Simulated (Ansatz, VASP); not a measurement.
# PdS2 in two plane-wave programs

Aim: how closely do two programs agree when they are given the same cell, functional and k mesh? The structure shown is the start of the Ansatz relaxation below; VASP solves that cell, so the two are compared at the walk's first step.

Calculated with Ansatz 0.2.0; plane waves, with VASP 6.6.1 beside it; single point at PBEsol.

## (1) Set-up

The cell holds 3 atoms: 1 Pd and 2 S. Cell: a = 3.520 Å, b = 3.520 Å, c = 30.000 Å, α = 90.0°, β = 90.0°, γ = 120.0°. Vacuum lies along c. The height across the vacuum is the one that the program set for its solve, not the one typed.

## (2) Ansatz: relaxation, PBEsol

Ansatz runs on its default PAW (the set named soft_2) files.

The two programs are compared at the cell with which this relaxation starts, whose forces are those of its first step.

Input file input.yaml:

```yaml
crystal:
  lattice:
    - [3.52, 0.0, 0.0]
    - [-1.76, 3.04841, 0.0]
    - [0.0, 0.0, 20.0]
  atoms:
    - { symbol: Pd, position: [0.333333, 0.666667, 0.5] }
    - { symbol: S, position: [0.666667, 0.333333, 0.5775] }
    - { symbol: S, position: [0.666667, 0.333333, 0.4225] }
  periodic: [true, true, false]
kpoints:
  mp_grid: { grid: [6, 6, 1] }
hamiltonian:
  xc: pbesol
scf:
  occupations: { method: gaussian, width: 0.1 }
output:
  forces: true
  stress: true
  eigenvalues: true
relax:
  adjacent_minimum: "off"
  f_tol: 0.05
  max_steps: 80
  cell: { stress_2d_tol: 0.02 }
```

Run with:

```sh
ansatz run input.yaml --threads 8 --pin off --max-ram 14336MiB --backend cpu --events-out ev --progress --plain --runs-dir out
```

Numbers of over 12 decimals in the logs are rounded to 6 here.

Output:

```text
Warning: crystal.periodic: the lattice vector that does not repeat stood 0.000° off the slab's normal, 20.000 Å along it as the deck builds it. The run solves the slab on a vector along the normal, 30.000 Å long, with every atom where it was (on the deck's vector they left 16.90 Å outside them, and the widest stretch free of ions among them is 1.55 Å). A fractional position that the run reports is one of the run's ce [...]
Warning: the atoms were moved onto the symmetric positions of the space group found under crystal.symmetry.tolerance 1.0e-5 (fractional; no operation is sought that the atoms, as they stand in a round, miss by more than twice it, and no atom is moved by as much as it), and the run uses the moved positions. Before a round's move an operation carried an atom to 4.69e-6 Å from where it should land, the largest such dist [...]
[...]
preconditioner: auto → LDOS  [insulator: Δε(μ)=0.228 eV  Ē_g=8.714 eV  σ=0.100 eV  W_gap=0.72  n_scr=16 (ndim 8)  ℏωp=8.9 eV  f_vac=0.810  D(μ)=1.07/eV (n_scr^D=6)  ε∞_Penn≈2.1  β→1.0]
SCF iter   2: F=—  HF=-8676.272608 eV  |F-HF|=—  |Δ(HF+E_count)|=   1.52e-3  Δρ=7.58e-5  dr2=2.04e-5  ethr=4.40e-8  ⟨swp⟩=3.0  Hψ=309  notcnv=0
SCF iter   3: F=—  HF=-8676.272599 eV  |F-HF|=—  |Δ(HF+E_count)|=   8.99e-6  Δρ=1.38e-5  dr2=5.69e-7  ethr=4.40e-8  ⟨swp⟩=2.1  Hψ=253  notcnv=0
SCF iter   4: F=—  HF=-8676.272685 eV  |F-HF|=—  |Δ(HF+E_count)|=   8.65e-5  Δρ=1.80e-6  dr2=1.27e-8  ethr=1.90e-9  ⟨swp⟩=4.1  Hψ=337  notcnv=0
SCF iter   5: F=—  HF=-8676.272685 eV  |F-HF|=—  |Δ(HF+E_count)|=   5.73e-8  Δρ=7.10e-7  dr2=4.17e-9  ethr=4.24e-11  ⟨swp⟩=3.3  Hψ=279  notcnv=0
SCF iter   6: F=—  HF=-8676.272685 eV  |F-HF|=—  |Δ(HF+E_count)|=  8.55e-11  Δρ=1.03e-7  dr2=5.19e-11  ethr=1.39e-11  ⟨swp⟩=2.3  Hψ=226  notcnv=0
SCF iter   7: F=—  HF=-8676.272685 eV  |F-HF|=—  |Δ(HF+E_count)|=   5.21e-9  Δρ=2.88e-8  dr2=3.36e-12  ethr=1.00e-12  ⟨swp⟩=2.0  Hψ=199  notcnv=0
SCF iter   8: F=-8676.272685 eV  HF=-8676.272685 eV  |F-HF|=3.13e-10  |Δ(HF+E_count)|=   2.24e-9  Δρ=9.45e-9  dr2=4.05e-13  ethr=1.00e-12  ⟨swp⟩=12.3  Hψ=930  notcnv=0
SCF 11 converged in 8 iterations: F = -8676.272685 eV  dr2 = 4.05e-13
relax step  11: F+E_penalty+E_count = -8676.27268513 eV  Δ(F+E_penalty+E_count) = -4.677e-3 eV  max|allowed force component| = 1.208e-3 eV/Å  Δτ_max = 0.0000 Å  P = +0.115 N/m  Ω = 379.287 Å³  fix = [c, alpha, beta]  reactions: c +0.000 N/m  stress off target by 1.15e-1 N/m on what of the cell is left free  SCF on the basis re-selected at this cell (its energy is not comparable with the rows above)  (8 SCF iters)
[...]
relax step  12: F+E_penalty+E_count = -8676.27279093 eV  Δ(F+E_penalty+E_count) = -1.058e-4 eV  max|allowed force component| = 1.516e-3 eV/Å  Δτ_max = 0.0009 Å  P = +0.007 N/m  Ω = 380.230 Å³  energy of the carried Pulay correction = -1.606e-5 eV  fix = [c, alpha, beta]  reactions: c +0.000 N/m  (5 SCF iters, dr2 threshold 1.94e-8 eV, accepted)
[...]
relax step  13: F+E_penalty+E_count = -8676.27281002 eV  Δ(F+E_penalty+E_count) = -1.910e-5 eV  max|allowed force component| = 1.524e-3 eV/Å  Δτ_max = 0.0000 Å  P = +0.006 N/m  Ω = 380.230 Å³  fix = [c, alpha, beta]  reactions: c +0.000 N/m  stress off target by 6.04e-3 N/m on what of the cell is left free  SCF on the basis re-selected at this cell (its energy is not comparable with the rows above)  (6 SCF iters)
basis re-selected at this cell: Δ(F+E_penalty+E_count) = -1.910e-5 eV, ΔP = -0.000 N/m vs the last step (what re-selecting the basis moved, of the pressure what is left beyond the Pulay correction that the steps carried, after the strain that the cell walked since its last selection, with what the two solves' SCF thresholds leave and, on support functions, any second-order correction that the steps lacked; it is no m [...]
SCF converged after 6 iterations
Free energy (F): -8676.272810 eV
Harris-Foulkes:  -8676.272810 eV  (|F-HF|=1.91e-9)
Internal energy: -8676.267492 eV  (E = F + TS)
E sigma→0 (E₀):  -8676.270151 eV
Entropy (-TS):   -0.005318 eV (-1.773 meV/atom)
Fermi energy:    -4.026567 eV
--- Per-component energies (eV) ---
  E_band       = -724.806804
  E_kinetic    = 726.205151
  E_local      = -45040.320503  (includes V_loc(G=0)·N_el)
  E_nonlocal   = 278.303383
  E_hartree    = 22017.513980
  E_xc         = -358.165409
  E_vxc        = -383.576307  (∫ρ·V_xc dr)
  E_paw        = -4853.848478  (= ΣΔE_a)
  E_vpaw       = -340.446672  (= ΣTr[D̂ρ^β])
  E_aug_tail   = 0.000213  (compensation charges beyond the density's cutoff)
  E_ewald      = 18553.617748
  E_core_change = 0.426423  (= ΣΔE_core)
  E_smearing   = -0.005318  (= −TS)
  E_closure    = -0.000000  (closes the sum)
  Σ components = -8676.272810   (vs F -8676.272810, Δ=0.00e0)
--- Forces (eV/Å), atoms counted from 1 ---
  atom   1  Pd    -0.00000000     0.00000000    -0.00000000
  atom   2  S      0.00000000     0.00000000    -0.00152376
  atom   3  S      0.00000000    -0.00000000     0.00152376
  max |Σ_I F_I| component: 9.19e-17 eV/Å
--- 2D stress c σ (N/m, compression-positive) ---
        0.006039      -0.000000       0.000000
        0.000000       0.006039       0.000000
        0.000000       0.000000       0.000000
  P = ½ c Tr σ = 0.0060 N/m
--- Band table (eV; the first three rows and the last of 7) ---
  k-point 0: bands = ["-88.9741", "-54.9127", "-54.6810", "-54.6810", "-20.9554", "-16.2457", "-10.5700", "-10.5256", "-10.5256", "-8.3593", "-8.3593", "-6.1744", "-4.0756", "-4.0756", "-4.0705", "-4.0705", "-3.1497", "-2.6304", "-0.2894"]
  k-point 1: bands = ["-88.9740", "-54.9125", "-54.6831", "-54.6815", "-20.8433", "-16.2034", "-10.8147", "-10.3323", "-10.3015", "-8.5239", "-8.3538", "-6.3691", "-5.0932", "-4.6754", "-4.6486", "-3.8379", "-2.8757", "-1.4964", "0.0312"]
  k-point 2: bands = ["-88.9739", "-54.9120", "-54.6874", "-54.6825", "-20.6098", "-16.1147", "-11.0638", "-9.9673", "-9.8591", "-8.8102", "-8.3743", "-6.9578", "-6.2663", "-5.7054", "-5.4978", "-3.4123", "-2.2543", "-0.4220", "0.8544"]
  k-point 6: bands = ["-88.9738", "-54.9117", "-54.6881", "-54.6859", "-20.4304", "-16.0390", "-10.5961", "-9.9649", "-9.7120", "-9.5377", "-7.7702", "-7.2556", "-6.9548", "-6.8455", "-6.1794", "-3.4343", "-1.7560", "1.6419", "2.1382"]
--- Relaxed structure (11 steps of the walk, 10 accepted, 2 SCFs on fresh bases) ---
  F+E_penalty+E_count = -8676.27281002 eV   max|allowed force component| = 1.524e-3 eV/Å   (the final SCF, on the basis selected at the relaxed cell)
  cell:  # Å, volume = 380.2295 Å³
    - [3.825577, 0, 0.0]
    - [-1.912789, 3.313047, 0.0]
    - [0.0, 0.0, 30.0]
  atoms:
    - { symbol: Pd, position: [0.333333, 0.666667, 0.333333] }
    - { symbol: S, position: [0.666667, 0.333333, 0.368021] }
    - { symbol: S, position: [0.666667, 0.333333, 0.298646] }
```

In the SCF lines HF is the Harris–Foulkes energy and dr2 the Hartree energy of the density residual, in eV; the loop may stop once dr2 is under the threshold and the program's other checks hold. Hψ counts applications of the Hamiltonian.

## (3) VASP: single point, PBEsol, start cell, pair 1

The same cell, functional, mesh and smearing now go to VASP, with its own data sets.

Lines of VASP's logs that name or quote its potential files are left out, and so is its time.

Input file INCAR:

```
SYSTEM = PdS2
PREC = Accurate
ENCUT = 400
EDIFF = 1E-06
NELM = 120
ISMEAR = 0
SIGMA = 0.1
LREAL = .FALSE.
ALGO = Normal
GGA = PS
NBANDS = 17
LASPH = .TRUE.
LORBIT = 11
LWAVE = .FALSE.
LCHARG = .FALSE.
ISIF = 2
LDIPOL = .TRUE.
IDIPOL = 3
DIPOL = 0.5 0.5 0.333
LVHAR = .TRUE.
GGA_COMPAT = .FALSE.
NELMDL = -8
KPAR = 2
```

Input file POSCAR:

```
PdS2
1.0
    3.5200000000      0.0000000000      0.0000000000
   -1.7600000000      3.0484100000      0.0000000000
    0.0000000000      0.0000000000     30.0000000000
Pd S
1 2
Direct
    0.3333332787      0.6666665573      0.3333333333
    0.6666667213      0.3333334427      0.3850000000
    0.6666667213      0.3333334427      0.2816666667
```

Input file KPOINTS:

```
Automatic mesh
0
Gamma
6 6 1
0 0 0
```

Potentials, in the order of the species: Pd and S (PBE family, release 64).

Run with:

```sh
mpirun -np 2 vasp_std
```

Output:

```text
[banner, memory and clock lines left out]
running    2 mpi-ranks, on    1 nodes
 distrk:  each k-point on    1 cores,    2 groups
 distr:  one band on    1 cores,    1 groups

 POSCAR found type information on POSCAR PdS
 POSCAR found :  2 types and       3 ions
|                                                                             |
|               ----> ADVICE to this user running VASP <----                  |
|                                                                             |
|     You enforced a specific xc type in the INCAR file but a different       |
|     [... a line on the potential file left out ...]
|     I HOPE YOU KNOW WHAT YOU ARE DOING!                                     |
|                                                                             |

 LDA part: xc-table for (Slater+PW92), standard interpolation
 POSCAR, INCAR and KPOINTS ok, starting setup
 FFT: planning ... GRIDC
 FFT: planning ... GRID_SOFT
 FFT: planning ... GRID
 WAVECAR not read
 entering main loop
       N       E                     dE             d eps       ncg     rms          rms(c)
DAV:   1     0.152920827694E+03    0.15292E+03   -0.61357E+03   238   0.740E+02
DAV:   2     0.123553549079E+01   -0.15169E+03   -0.14479E+03   373   0.161E+02
DAV:   3    -0.141522133816E+02   -0.15388E+02   -0.15186E+02   272   0.636E+01
DAV:   4    -0.145484663103E+02   -0.39625E+00   -0.39557E+00   320   0.120E+01
DAV:   5    -0.145566226391E+02   -0.81563E-02   -0.81560E-02   329   0.174E+00
DAV:   6    -0.145569945929E+02   -0.37195E-03   -0.37195E-03   339   0.347E-01
DAV:   7    -0.145570073048E+02   -0.12712E-04   -0.12712E-04   346   0.574E-02
DAV:   8    -0.145570079106E+02   -0.60581E-06   -0.60562E-06   291   0.110E-02    0.118E+01
DAV:   9    -0.147162577810E+02   -0.15925E+00   -0.72036E+00   315   0.314E+01    0.113E+01
DAV:  10    -0.136651999792E+02    0.10511E+01   -0.24765E+00   281   0.194E+01    0.410E+00
DAV:  11    -0.136926090760E+02   -0.27409E-01   -0.50136E-01   300   0.495E+00    0.168E+00
DAV:  12    -0.136510399647E+02    0.41569E-01   -0.16151E-01   262   0.425E+00    0.448E-01
DAV:  13    -0.136518264235E+02   -0.78646E-03   -0.92026E-03   251   0.603E-01    0.351E-01
DAV:  14    -0.136516365424E+02    0.18988E-03   -0.68538E-04   277   0.181E-01    0.169E-01
[...]
DAV:  20    -0.136515129061E+02   -0.51267E-04   -0.10327E-05   261   0.213E-02    0.119E-02
DAV:  21    -0.136515255388E+02   -0.12633E-04   -0.15403E-06   247   0.635E-03    0.664E-03
DAV:  22    -0.136515353572E+02   -0.98184E-05   -0.12348E-06   229   0.556E-03    0.744E-04
DAV:  23    -0.136515422985E+02   -0.69413E-05   -0.17524E-07   238   0.229E-03    0.496E-04
DAV:  24    -0.136515478505E+02   -0.55519E-05   -0.16113E-07   228   0.132E-03    0.359E-04
DAV:  25    -0.136515500812E+02   -0.22307E-05   -0.40969E-08   252   0.830E-04    0.172E-04
DAV:  26    -0.136515511536E+02   -0.10724E-05   -0.17831E-08   246   0.481E-04    0.191E-04
DAV:  27    -0.136515515863E+02   -0.43277E-06   -0.36135E-09   238   0.223E-04
   1 F= -.13651552E+02 E0= -.13641350E+02  d E =-.204026E-01
```

From OUTCAR (step 3):

```text
ion  position               nearest neighbor table
   1  0.333  0.667  0.333-   3 2.56   3 2.56   2 2.56   2 2.56   3 2.56   2 2.56
   2  0.667  0.333  0.385-   1 2.56   1 2.56   1 2.56
   3  0.667  0.333  0.282-   1 2.56   1 2.56   1 2.56

  LATTYP: Found a hexagonal cell.
 ALAT       =     3.5200000000
 C/A-ratio  =     8.5227272727

 Subroutine GETGRP returns: Found 12 space group operations
 (whereof  6 operations were pure point group operations)

The static configuration has the point symmetry C_3v.
 The point group associated with its full space group is D_3h.

 Found      7 irreducible k-points:

   k-points           NKPTS =      7   k-points in BZ     NKDIM =      7   number of bands    NBANDS=     17

   dimension x,y,z NGX =    24 NGY =   24 NGZ =  196
   dimension x,y,z NGXF=    48 NGYF=   48 NGZF=  392

   ENCUT  =  400.0 eV  29.40 Ry    5.42 a.u.   5.74  5.74 48.92*2*pi/ulx,y,z

   NELECT =      22.0000    total number of electrons

 k-points in reciprocal lattice and weights: Automatic mesh
   0.00000000  0.00000000  0.00000000       0.028
   0.16666667 -0.00000000  0.00000000       0.167
   0.33333333  0.00000000  0.00000000       0.167
   0.50000000  0.00000000  0.00000000       0.083
   0.16666667  0.16666667  0.00000000       0.167
   0.33333333  0.16666667  0.00000000       0.333
   0.33333333  0.33333333  0.00000000       0.056

 dipolmoment           0.000000      0.000000      0.000005 electrons x Angstroem

 average (electrostatic) potential at core
       1 -84.6236       2 -95.6813       3 -95.6813

 E-fermi :  -3.7937

 k-point     1 :       0.0000    0.0000    0.0000
  band No.  band energies     occupation
    ...
      5      -7.4416      2.00000
      6      -7.1746      2.00000
      7      -7.1746      2.00000
      8      -5.8178      2.00000
      9      -5.1507      2.00000
     10      -3.2018      0.00000
     11      -3.2017      0.00000
     12      -3.0850      0.00000
     13      -3.0850      0.00000
     14       0.4664      0.00000
    ...

 k-point     2 :       0.1667   -0.0000    0.0000
  band No.  band energies     occupation
    ...
      7      -7.2242      2.00000
      8      -6.0428      2.00000
      9      -4.9640      2.00000
     10      -3.8406      1.49296
     11      -3.8318      1.41015
     12      -3.4821      0.00001
     13      -3.0817      0.00000
     14       1.4099      0.00000
     15       2.1185      0.00000
     16       2.2665      0.00000
    ...

 k-point     3 :       0.3333    0.0000    0.0000
  band No.  band energies     occupation
    ...
      7      -6.6716      2.00000
      8      -6.3933      2.00000
      9      -5.7184      2.00000
     10      -4.5990      2.00000
     11      -4.2870      2.00000
     12      -3.4385      0.00000
     13      -2.8965      0.00000
     14       1.7940      0.00000
     15       2.5024      0.00000
     16       3.2822      0.00000
    ...

  Total       -5.1248748     -5.1248767     -5.8882440      0.0000000     -0.0000000      0.0000000
  in kB      -25.5068332    -25.5068429    -29.3061714      0.0000000     -0.0000000      0.0000000
  external PRESSURE =     -26.7732825 kB  Pullay stress =       0.0000000 kB

  energy-cutoff  :      400.00
  volume of cell :      321.91
      direct lattice vectors                 reciprocal lattice vectors
     3.520000000  0.000000000  0.000000000     0.284090909  0.164019932  0.000000000
    -1.760000000  3.048410000  0.000000000     0.000000000  0.328039863  0.000000000
     0.000000000  0.000000000 30.000000000     0.000000000  0.000000000  0.033333333

 POSITION                                       TOTAL-FORCE (eV/Angst)
 -----------------------------------------------------------------------------------
      0.00000      2.03227     10.00000        -0.000000     -0.000000      0.000000
      1.76000      1.01614     11.55000         0.000000      0.000000     -1.880596
      1.76000      1.01614      8.45000         0.000000      0.000000      1.880596
 -----------------------------------------------------------------------------------
    total drift:                                0.000000     -0.000260      0.000181

  FREE ENERGIE OF THE ION-ELECTRON SYSTEM (eV)
  ---------------------------------------------------
  free  energy   TOTEN  =       -13.6515515863 eV

  energy  without entropy=      -13.6311490044  energy(sigma->0) =      -13.64135030

 vacuum level on the upper side and lower side of the slab         1.999         1.999

 total charge
# of ion       s       p       d       tot
------------------------------------------
    1        0.401   0.482   8.325   9.208
    2        1.382   2.120   0.000   3.501
    3        1.382   2.120   0.000   3.501
--------------------------------------------------
tot          3.164   4.722   8.325  16.210

[... 3 further parts left out ...]
```

The run ends at a pressure of -2.68 GPa, with forces up to 1.9 eV/Å.

## (4) Differences

Known differences besides the potentials themselves: Ansatz cuts the interaction across the vacuum, VASP repeats the sheet with a dipole correction; the data sets hold 30 valence electrons in Ansatz (on its default PAW (the set named soft_2) files) and 22 in VASP; Ansatz makes its cores anew for this functional, VASP keeps those of its PBE data sets; Ansatz takes its cutoff from its data sets, VASP runs at 400 eV. Total energies have different zeros and are not compared.

Forces (eV/Å; atoms numbered as in POSCAR):

| atom | Ansatz x, y, z | VASP x, y, z |
| --- | --- | --- |
| Pd1 | 0.000, 0.000, 0.000 | 0.000, 0.000, 0.000 |
| S2 | 0.000, 0.000, -1.871 | 0.000, 0.000, -1.881 |
| S3 | 0.000, 0.000, 1.871 | 0.000, 0.000, 1.881 |

The forces differ by 4.3 meV/Å r.m.s., which is 0.5 % of the r.m.s. force of 0.887 eV/Å (both taken over all components). With vacuum in the cell, a pressure given here is an average over mostly empty space and none of the material.

## (5) Ansatz: relaxation, PBEsol

The two programs are compared at the cell with which this relaxation starts, whose forces are those of its first step.

The structure compared here is the start of the Ansatz relaxation; VASP solves that cell, so the two are compared at the walk's first step.

input.yaml, the sections that differ from step 2:

```yaml
crystal:
  lattice:
    - [3.8255773152, 0.0, 0.0]
    - [-1.9127886576, 3.3130471391, 0.0]
    - [0.0, 0.0, 30.0]
  atoms:
    - { symbol: Pd, position: [0.3333333333, 0.6666666667, 0.3333333333] }
    - { symbol: S, position: [0.6666666667, 0.3333333333, 0.3680211539] }
    - { symbol: S, position: [0.6666666667, 0.3333333333, 0.2986455128] }
  periodic: [true, true, false]
kpoints:
  mp_grid: { grid: [12, 12, 1] }
relax:
  adjacent_minimum: "off"
  f_tol: 0.005
  max_steps: 80
  cell: { stress_2d_tol: 0.02 }
# hamiltonian, scf, output: as in step 2
```

Run with:

```sh
ansatz run input.yaml --threads 8 --pin off --max-ram 14336MiB --backend cpu --events-out ev --progress --plain --runs-dir out
```

Output:

```text
[...]
Crystal: 3 atoms, lattice volume = 380.230 Å³
Basis set: ecut = 420 eV, 7445 PW (Γ), exchange–correlation on 54×54×432 points (8 copies of the dense FFT grid, shifted against one another)
Bands: 19, of which v1, the nominal top of the filled ones, is band 15 counted from 1 (14 counted from 0)
Symmetry: 12 space group operations
[...]
--- Relaxed structure (3 steps of the walk, 3 accepted, 1 SCFs on fresh bases) ---
[...]
cell:  # Å, volume = 380.6300 Å³
    - [3.827591, 0.0, 0.0]
    - [-1.913796, 3.314791, 0.0]
    - [0.0, 0.0, 30.0]
  atoms:
    - { symbol: Pd, position: [0.333333, 0.666667, 0.333333] }
    - { symbol: S, position: [0.666667, 0.333333, 0.367980] }
    - { symbol: S, position: [0.666667, 0.333333, 0.298687] }
[key lines of the parts left out:]
SCF converged after 7 iterations
Free energy (F): -8676.272542 eV
Fermi energy:    -4.071938 eV
P = ½ c Tr σ = -0.0016 N/m
```

(Part 1 of 2 ends here.)

[Lines on the potential files, build, host, timing and source positions are cut from VASP's logs without a mark.]

[Logs are printed without paths, hosts, clocks, repeated set-up lines and the standing remarks that a program may print on its own settings, such as how far it seeks lower states.]

[Hosts, paths, dates, database ids (printed as entryN), source tags and the programs' standing remarks are cut or masked in the printed files.]
